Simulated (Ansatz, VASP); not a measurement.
# Sn2SeO: VASP beside Ansatz, part 3 of 3

One calculation is typed for both programs; each brings its own data sets. How far apart do they land? The cell is generated by rule, not measured, and may not be a known phase. The cell is taken from a series of runs on this material, whose earlier steps may have relaxed, scaled, displaced or heated it; both programs get it as it stands.

VASP 6.6.1 and Ansatz 0.2.0.

So far: The structure; Ansatz: zone-centre phonons, PBEsol; VASP: zone-centre phonons, PBEsol.

### 3. VASP: zone-centre phonons, PBEsol (continued)

Level of this step: PBEsol; plane waves and PAW (Sn_d, Se, O); invented cell (VASP).

Numbers of over 12 decimals in the logs are rounded to 6 here.

OUTCAR, selected parts (step 3):

```text
ion  position               nearest neighbor table
   1  0.500  0.000  0.293-   3 2.59   4 2.59   4 2.59   3 2.59   2 3.66   2 3.66   2 3.66   2 3.66

  LATTYP: Found a simple tetragonal cell.
 ALAT       =     4.4371263411
 C/A-ratio  =     1.0301117393

 Subroutine GETGRP returns: Found  8 space group operations
 (whereof  8 operations were pure point group operations)

The static configuration has the point symmetry D_2d.

 Found    196 irreducible k-points:

   k-points           NKPTS =    196   k-points in BZ     NKDIM =    196   number of bands    NBANDS=     26

   dimension x,y,z NGX =    36 NGY =   36 NGZ =   40
   dimension x,y,z NGXF=    72 NGYF=   72 NGZF=   80

   ENCUT  =  600.0 eV  44.10 Ry    6.64 a.u.   8.86  8.86  9.13*2*pi/ulx,y,z

   NELECT =      40.0000    total number of electrons

 k-points in reciprocal lattice and weights: Automatic mesh
   0.00000000  0.00000000  0.00000000       0.001
   0.08333333  0.00000000  0.00000000       0.002
   0.16666667  0.00000000  0.00000000       0.002
   0.25000000  0.00000000  0.00000000       0.002
   0.33333333  0.00000000  0.00000000       0.002
   0.41666667  0.00000000  0.00000000       0.002
   0.50000000  0.00000000  0.00000000       0.001
   0.08333333  0.08333333  0.00000000       0.002
   0.16666667  0.08333333  0.00000000       0.005
[...]
0.50000000  0.41666667  0.50000000       0.002
   0.50000000  0.50000000  0.50000000       0.001

 average (electrostatic) potential at core
       1-101.1192       2-101.1192       3 -52.8813       4 -68.6914

  Total        0.0237936      0.0237936      0.0526741      0.0000000     -0.0000000      0.0000000
  in kB        0.4236249      0.4236249      0.9378175      0.0000000     -0.0000000      0.0000000
  external PRESSURE =       0.5950224 kB  Pullay stress =       0.0000000 kB

  energy-cutoff  :      600.00
  volume of cell :       89.99
      direct lattice vectors                 reciprocal lattice vectors
     4.437126341  0.000000000  0.000000000     0.225371090  0.000000000  0.000000000
     0.000000000  4.437126341  0.000000000     0.000000000  0.225371090  0.000000000
     0.000000000  0.000000000  4.570735933     0.000000000  0.000000000  0.218783149

 POSITION                                       TOTAL-FORCE (eV/Angst)
 -----------------------------------------------------------------------------------
      2.21856      0.00000      1.33987        -0.000000      0.000000      0.027952
      0.00000      2.21856      3.23086         0.000000      0.000000     -0.027952
      0.00000      0.00000      0.00000         0.000000      0.000000     -0.000000
      2.21856      2.21856      0.00000         0.000000     -0.000000     -0.000000
 -----------------------------------------------------------------------------------
    total drift:                                0.000000      0.000000     -0.000000

 Eigenvectors and eigenvalues of the dynamical matrix
 ----------------------------------------------------

   1 f  =    6.706607 THz    42.138853 2PiTHz  223.708320 cm-1    27.736284 meV
             X         Y         Z           dx          dy          dz
      2.218563  0.000000  1.339873     0.512972    0.018852   -0.000000
      0.000000  2.218563  3.230863    -0.026924   -0.359177   -0.000000
      0.000000  0.000000  0.000000    -0.633026    0.443237   -0.000000
      2.218563  2.218563  0.000000     0.080220   -0.056169    0.000000

   2 f  =    6.706607 THz    42.138853 2PiTHz  223.708320 cm-1    27.736284 meV
             X         Y         Z           dx          dy          dz
      2.218563  0.000000  1.339873     0.359177   -0.026924    0.000000
      0.000000  2.218563  3.230863    -0.018852    0.512972    0.000000
      0.000000  0.000000  0.000000    -0.443237   -0.633026    0.000000
      2.218563  2.218563  0.000000     0.056169    0.080220   -0.000000

   3 f  =    6.060483 THz    38.079138 2PiTHz  202.155956 cm-1    25.064133 meV
             X         Y         Z           dx          dy          dz
      2.218563  0.000000  1.339873     0.000000   -0.000000    0.338121
      0.000000  2.218563  3.230863    -0.000000    0.000000    0.338121
      0.000000  0.000000  0.000000    -0.000000    0.000000   -0.873040
      2.218563  2.218563  0.000000    -0.000000   -0.000000    0.095653

   4 f  =    5.001579 THz    31.425849 2PiTHz  166.834722 cm-1    20.684860 meV
             X         Y         Z           dx          dy          dz
      2.218563  0.000000  1.339873     0.000000   -0.000000    0.167825
      0.000000  2.218563  3.230863    -0.000000    0.000000    0.167825
      0.000000  0.000000  0.000000     0.000000    0.000000    0.023593
      2.218563  2.218563  0.000000    -0.000000   -0.000000   -0.971140

   5 f  =    4.182089 THz    26.276838 2PiTHz  139.499461 cm-1    17.295721 meV
             X         Y         Z           dx          dy          dz
      2.218563  0.000000  1.339873    -0.220523    0.327625    0.000000
      0.000000  2.218563  3.230863     0.191532   -0.377216    0.000000
      0.000000  0.000000  0.000000    -0.137695   -0.235534   -0.000000
      2.218563  2.218563  0.000000     0.387864    0.663462   -0.000000

   6 f  =    4.182089 THz    26.276838 2PiTHz  139.499461 cm-1    17.295721 meV
             X         Y         Z           dx          dy          dz
      2.218563  0.000000  1.339873     0.377216    0.191532   -0.000000
      0.000000  2.218563  3.230863    -0.327625   -0.220523    0.000000
      0.000000  0.000000  0.000000     0.235534   -0.137695    0.000000
      2.218563  2.218563  0.000000    -0.663462    0.387864    0.000000

   7 f  =    4.094503 THz    25.726518 2PiTHz  136.577903 cm-1    16.933494 meV
             X         Y         Z           dx          dy          dz
      2.218563  0.000000  1.339873    -0.000000   -0.000000   -0.707107
      0.000000  2.218563  3.230863     0.000000    0.000000    0.707107
      0.000000  0.000000  0.000000    -0.000000    0.000000    0.000000
      2.218563  2.218563  0.000000     0.000000   -0.000000    0.000000

   8 f  =    0.002655 THz     0.016681 2PiTHz    0.088558 cm-1     0.010980 meV
             X         Y         Z           dx          dy          dz
      2.218563  0.000000  1.339873    -0.598915    0.004280    0.000000
      0.000000  2.218563  3.230863    -0.595973    0.004301    0.000000
      0.000000  0.000000  0.000000    -0.487785    0.003503    0.000000
      2.218563  2.218563  0.000000    -0.219387    0.001575    0.000000

   9 f  =    0.002655 THz     0.016681 2PiTHz    0.088558 cm-1     0.010980 meV
             X         Y         Z           dx          dy          dz
      2.218563  0.000000  1.339873     0.004301    0.595973    0.000000
      0.000000  2.218563  3.230863     0.004280    0.598915    0.000000
      0.000000  0.000000  0.000000     0.003503    0.487785    0.000000
      2.218563  2.218563  0.000000     0.001575    0.219387    0.000000

  10 f/i=    0.005461 THz     0.034316 2PiTHz    0.182176 cm-1     0.022587 meV
             X         Y         Z           dx          dy          dz
      2.218563  0.000000  1.339873    -0.000000    0.000000   -0.597920
      0.000000  2.218563  3.230863    -0.000000    0.000000   -0.597920
      0.000000  0.000000  0.000000    -0.000000    0.000000   -0.487078
      2.218563  2.218563  0.000000    -0.000000    0.000000   -0.218489

  11 f/i=    4.525418 THz    28.434043 2PiTHz  150.951710 cm-1    18.715618 meV
             X         Y         Z           dx          dy          dz
      2.218563  0.000000  1.339873    -0.086334   -0.660085    0.000000
      0.000000  2.218563  3.230863     0.252949    0.225294    0.000000
      0.000000  0.000000  0.000000    -0.107610    0.280814    0.000000
      2.218563  2.218563  0.000000    -0.212197    0.553741   -0.000000

  12 f/i=    4.525418 THz    28.434043 2PiTHz  150.951710 cm-1    18.715618 meV
             X         Y         Z           dx          dy          dz
      2.218563  0.000000  1.339873    -0.225294    0.252949   -0.000000
      0.000000  2.218563  3.230863     0.660085   -0.086334   -0.000000
      0.000000  0.000000  0.000000    -0.280814   -0.107610   -0.000000
      2.218563  2.218563  0.000000    -0.553741   -0.212197   -0.000000

 ELASTIC MODULI CONTR FROM IONIC RELAXATION (kBar)
 Direction    XX          YY          ZZ          XY          YZ          ZX
 --------------------------------------------------------------------------------
 XX        -781.7482    345.9909   -285.1405      0.0000      0.0000      0.0000
 YY         345.9909   -781.7482   -285.1405      0.0000      0.0000      0.0000
 ZZ        -285.1405   -285.1405   -373.1669      0.0000      0.0000      0.0000
 XY           0.0000      0.0000      0.0000      0.0000      0.0000      0.0000
 YZ           0.0000      0.0000      0.0000      0.0000   -313.5657      0.0000
 ZX           0.0000      0.0000      0.0000      0.0000      0.0000   -328.3470
 --------------------------------------------------------------------------------
```

### 4. Side by side

Known differences besides the potentials themselves: the data sets hold 50 valence electrons in Ansatz (on norm-conserving files, of PseudoDojo where its log says so) and 40 in VASP; the cutoff is 1170.09 eV in Ansatz and 600 eV in VASP. Total energies have different zeros and are not compared.

Compared:

```tsv
quantity	Ansatz	VASP	difference
optical mode 1 to 2 (imaginary, printed as negative) (cm⁻¹)	-150.1	-151.0	+0.8
optical mode 3 (cm⁻¹)	136.7	136.6	+0.12 %
optical mode 4 to 5 (cm⁻¹)	140.4	139.5	+0.63 %
optical mode 6 (cm⁻¹)	164.7	166.8	-1.30 %
optical mode 7 (cm⁻¹)	202.0	202.2	-0.07 %
optical mode 8 to 9 (cm⁻¹)	224.8	223.7	+0.50 %
```

Modes are paired by rising frequency, not by their patterns, so a pair may set unlike modes beside each other; they are those without the splitting of longitudinal modes.

### 5. Summary of results

| Property | Result |
| --- | --- |
| r.m.s. difference of the optical zone-centre modes, each program's sorted by frequency (zone-centre phonons, PBEsol) | 1.1 cm⁻¹ |
| difference in optical mode 6 (zone-centre phonons, PBEsol) | -1.3 % |

What this shows: The r.m.s. difference of the optical zone-centre modes, each program's sorted by frequency is 1.1 cm⁻¹ (zone-centre phonons, PBEsol). The data sets hold unlike numbers of valence electrons (50 in Ansatz and 40 in VASP), so part of the differences may come from the potentials. Among the rows given in per cent, the largest difference of the zone-centre phonons, PBEsol pair is in optical mode 6, -1.3 %. Such differences can come from data sets, numerical settings and the points named under the comparisons, not from the functional's error against experiment.

[Lines on the potential files, build, host, timing and source positions are cut from VASP's logs without a mark.]

[Logs are printed without paths, hosts, clocks, repeated set-up lines and the standing remarks that a program may print on its own settings, such as how far it seeks lower states.]

[Hosts, paths, dates, database ids (printed as entryN), source tags and the programs' standing remarks are cut or masked in the printed files.]
